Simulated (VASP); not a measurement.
Data:

```xyz
2
Lattice="0.0000 2.2982 2.2982 2.2982 0.0000 2.2982 2.2982 2.2982 0.0000" Properties=species:S:1:pos:R:3 pbc="T T T"
Zr     0.0000     0.0000     0.0000
N      2.2982     2.2982     2.2982
```

All values below come from optB88-vdW, VASP's PBE PAW potentials (set 64) (plane waves; VASP 6.6.1). Numerical set-up: 520 eV cut-off, Gaussian smearing of 0.050 eV, potentials Zr_sv N.

Q: Give the energies of bands 6 to 11 at the high-symmetry points, in eV from the Fermi level.

A: 
| band | Γ | X | U | L | W |
|---|---|---|---|---|---|
| 6 | -2.71 | -4.57 | -5.48 | -7.60 | -5.42 |
| 7 | -2.71 | -3.43 | -4.75 | -5.68 | -4.74 |
| 8 | -2.71 | -3.20 | -4.47 | -5.68 | -4.74 |
| 9 | -0.44 | -3.20 | -0.72 | 2.90 | 0.96 |
| 10 | -0.44 | 3.27 | 3.28 | 2.94 | 0.96 |
| 11 | -0.44 | 4.34 | 3.52 | 2.94 | 4.35 |

It has no gap at this level: it comes out as a metal or semimetal.

The compound is ZrN in the rock salt structure. It was relaxed first. The electron count is odd and the run is not spin-polarised, which forces a metal.
